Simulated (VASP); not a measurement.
Computed with PBEsol GGA, VASP's PBE PAW potentials (set 64) (plane waves; VASP 6.6.1).

A VASP calculation is set up with these files.

**INCAR**
```
SYSTEM = AgIr3
PREC = Accurate; ENCUT = 400; LREAL = .FALSE.
LASPH = .TRUE.
EDIFF = 1E-7; NELM = 100; ALGO = Normal
LMAXMIX = 6
ISMEAR = -5
GGA = PS
ISIF = 2
LWAVE = .FALSE.; LCHARG = .TRUE.; LORBIT = 11
NEDOS = 601
LEFG = .TRUE.
```

### POSCAR
```
AgIr3
1
   -0.0116208917     3.8528945654     3.9234009451
    3.8528945654    -0.0116208917     3.9234009451
    1.9206368368     1.9206368368    -0.0000000000
Ir Ag
3 1
Direct
  0.0000000000   0.0000000000   0.0000000000
  0.0000000000   0.5000000000   0.0000000000
  0.5000000000   0.0000000000   0.0000000000
  0.5000000000   0.5000000000   0.0000000000
```

KPOINTS:
```
Regular mesh
0
gamma
  8 8 15
```

POTCAR, in this order: Ir Ag (PBE.64 set). Program: vasp_std.

Output

**OUTCAR**
```
 ion  position               nearest neighbor table
   1  0.000  0.000  0.000-   4 2.73   4 2.73   2 2.75   2 2.75   3 2.75   3 2.75   3 2.75   2 2.75
                             3 2.75   2 2.75
   2  0.000  0.500  0.000-   3 2.73   3 2.73   1 2.75   1 2.75   4 2.75   4 2.75   4 2.75   1 2.75
                             1 2.75   4 2.75
   3  0.500  0.000  0.000-   2 2.73   2 2.73   4 2.75   1 2.75   1 2.75   4 2.75   4 2.75   1 2.75
                             1 2.75   4 2.75
   4  0.500  0.500  0.000-   1 2.73   1 2.73   3 2.75   2 2.75   2 2.75   3 2.75   3 2.75   2 2.75
                             3 2.75   2 2.75
  LATTYP: Found a base centered orthorhombic cell.
 ALAT       =     5.4652501714
 B/A-ratio  =     1.4357626173
 C/A-ratio  =     0.4969929240
 Subroutine PRICEL returns:
 Original cell was already a primitive cell.
 Subroutine GETGRP returns: Found  8 space group operations
The static configuration has the point symmetry D_2h.
The dynamic configuration has the point symmetry D_2h.
 Subroutine INISYM returns: Found  8 space group operations
 Subroutine IBZKPT returns following result:
 Found    273 irreducible k-points:

 Following reciprocal coordinates:
            Coordinates               Weight
  0.000000  0.000000  0.000000      1.000000
  0.125000  0.000000  0.000000      4.000000
  0.250000  0.000000  0.000000      4.000000
  0.375000  0.000000  0.000000      4.000000
  0.500000  0.000000  0.000000      2.000000
  0.125000  0.125000  0.000000      2.000000
  0.250000  0.125000  0.000000      4.000000
  0.375000  0.125000  0.000000      4.000000
  0.500000  0.125000  0.000000      4.000000
 -0.375000  0.125000  0.000000      4.000000
 -0.250000  0.125000  0.000000      4.000000
 -0.125000  0.125000  0.000000      2.000000
  0.250000  0.250000  0.000000      2.000000
  0.375000  0.250000  0.000000      4.000000
  0.500000  0.250000  0.000000      4.000000
 -0.375000  0.250000  0.000000      4.000000
...
```

### OSZICAR
```
       N       E                     dE             d eps       ncg     rms          rms(c)
DAV:   1     0.311198635675E+03    0.31120E+03   -0.15441E+04 12654   0.134E+03
DAV:   2    -0.157703160763E+02   -0.32697E+03   -0.31745E+03 12936   0.424E+02
DAV:   3    -0.331541504689E+02   -0.17384E+02   -0.16821E+02 16861   0.937E+01
DAV:   4    -0.336378095925E+02   -0.48366E+00   -0.48006E+00 13453   0.176E+01
DAV:   5    -0.336507828249E+02   -0.12973E-01   -0.12996E-01 15569   0.234E+00    0.264E+01
DAV:   6    -0.316742930433E+02    0.19765E+01   -0.65614E+00 13012   0.293E+01    0.139E+01
DAV:   7    -0.315118754182E+02    0.16242E+00   -0.31594E+00 17288   0.247E+01    0.532E+00
DAV:   8    -0.314518454008E+02    0.60030E-01   -0.24789E+00 18311   0.172E+01    0.408E+00
DAV:   9    -0.313139562737E+02    0.13789E+00   -0.57127E-01 18547   0.892E+00    0.195E+00
DAV:  10    -0.313074232702E+02    0.65330E-02   -0.45165E-02 13191   0.214E+00    0.257E-01
DAV:  11    -0.313069606321E+02    0.46264E-03   -0.52424E-03 17132   0.772E-01    0.108E-01
DAV:  12    -0.313068925895E+02    0.68043E-04   -0.41634E-04 15944   0.234E-01    0.465E-02
DAV:  13    -0.313068912772E+02    0.13123E-05   -0.27734E-05 13610   0.582E-02    0.918E-03
DAV:  14    -0.313068891529E+02    0.21243E-05   -0.74051E-07 15364   0.769E-03    0.375E-03
DAV:  15    -0.313068901459E+02   -0.99307E-06   -0.16112E-07  7260   0.572E-03    0.932E-04
DAV:  16    -0.313068901092E+02    0.36751E-07   -0.52615E-08  7028   0.194E-03
   1 F= -.31306890E+02 E0= -.31306890E+02  d E =0.000000E+00
```

### OUTCAR
```
------------------------ aborting loop because EDIFF is reached ----------------------------------------
  FORCE on cell =-STRESS in cart. coord.  units (eV):
  Direction    XX          YY          ZZ          XY          YZ          ZX
  --------------------------------------------------------------------------------------
  Total        0.0429597      0.0429597      0.0129723     -0.2105971      0.0000000      0.0000000
  in kB        1.1817853      1.1817853      0.3568583     -5.7933518      0.0000000      0.0000000
  external PRESSURE =       0.9068096 kB  Pullay stress =       0.0000000 kB
  volume of cell :       58.24
      direct lattice vectors                 reciprocal lattice vectors
    -0.011620892  3.852894565  3.923400945    -0.129382326  0.129382326  0.127440455
     3.852894565 -0.011620892  3.923400945     0.129382326 -0.129382326  0.127440455
     1.920636837  1.920636837  0.000000000     0.260330319  0.260330319 -0.254880909
 POSITION                                       TOTAL-FORCE (eV/Angst)
 -----------------------------------------------------------------------------------
      0.00000      0.00000      0.00000         0.000000      0.000000      0.000000
      1.92645     -0.00581      1.96170        -0.000000      0.000000      0.000000
     -0.00581      1.92645      1.96170         0.000000      0.000000      0.000000
      1.92064      1.92064      3.92340         0.000000     -0.000000     -0.000000
 -----------------------------------------------------------------------------------
    total drift:                                0.000000     -0.000000      0.000000
  FREE ENERGIE OF THE ION-ELECTRON SYSTEM (eV)
  ---------------------------------------------------
  free  energy   TOTEN  =       -31.3068901092 eV

  energy  without entropy=      -31.3068901092  energy(sigma->0) =      -31.30689011

 total charge

# of ion       s       p       d       tot
------------------------------------------
    1        0.661   0.670   6.937   8.267
    2        0.650   0.621   6.984   8.255
    3        0.650   0.621   6.984   8.255
    4        0.468   0.535   9.115  10.117
--------------------------------------------------
tot          2.428   2.447  30.020  34.895

 Electric field gradients after diagonalization (V/A^2)
 (convention: |V_zz| > |V_xx| > |V_yy|)
----------------------------------------------------------------------
 ion       V_xx      V_yy      V_zz     asymmetry (V_yy - V_xx)/ V_zz
----------------------------------------------------------------------
   1      23.242    13.825   -37.067       0.254
   2     -20.505   -10.101    30.605       0.340
   3     -20.505   -10.101    30.605       0.340
   4     -13.877    -5.748    19.625       0.414
```
(Selected blocks of OUTCAR.)

File OUTCAR:
```
 val. band max:        9.6989165634   @ k =  -0.1250  -0.2500   0.0667

 cond. band min:       9.5381720366   @ k =  -0.1250  -0.3750   0.2667


 Fermi energy:         9.6021416973

 k-point     1 :       0.0000    0.0000    0.0000
  band No.  band energies     occupation
      1      -0.5256      2.00000
      2       2.0732      2.00000
      3       2.2094      2.00000
      4       2.4623      2.00000
      5       2.7808      2.00000
      6       4.9475      2.00000
      7       4.9536      2.00000
      8       5.1081      2.00000
      9       5.3863      2.00000
     10       5.6557      2.00000
     11       6.1601      2.00000
     12       6.3466      2.00000
     13       7.6883      2.00000
     14       7.8759      2.00000
     15       9.1028      2.00000
     16       9.1811      2.00000
     17       9.3345      2.00000
     18       9.7412      0.16059
     19       9.8249      0.00000
     20      10.1164      0.00000
     21      10.8483      0.00000
     22      11.1459      0.00000
     23      11.1858      0.00000

 k-point     2 :       0.1250    0.0000    0.0000
  band No.  band energies     occupation
      1      -0.3669      2.00000
      2       2.1258      2.00000
      3       2.3052      2.00000
      4       2.5266      2.00000
      5       2.8787      2.00000
      6       4.9319      2.00000
      7       4.9893      2.00000
      8       5.1562      2.00000
      9       5.3380      2.00000
     10       5.6641      2.00000
     11       6.1381      2.00000
     12       6.4263      2.00000
     13       7.5492      2.00000
     14       7.8625      2.00000
     15       8.3580      2.00000
     16       8.5726      2.00000
     17       9.3059      2.00000
     18       9.3685      1.91245
     19      10.0131      0.00000
     20      10.0227      0.00000
     21      10.6964      0.00000
     22      10.9941      0.00000
     23      11.0686      0.00000

 k-point     3 :       0.2500    0.0000    0.0000
...
```

For a metal the tetrahedron method with Blöchl corrections gives inexact stress and forces. Unless said otherwise, spin-orbit coupling is left out, though it shifts the bands of the heavy elements here.

The structure was generated: AgIr3 was put into an ordered model structure (Cmmm), which need not be its known phase. It was relaxed first.
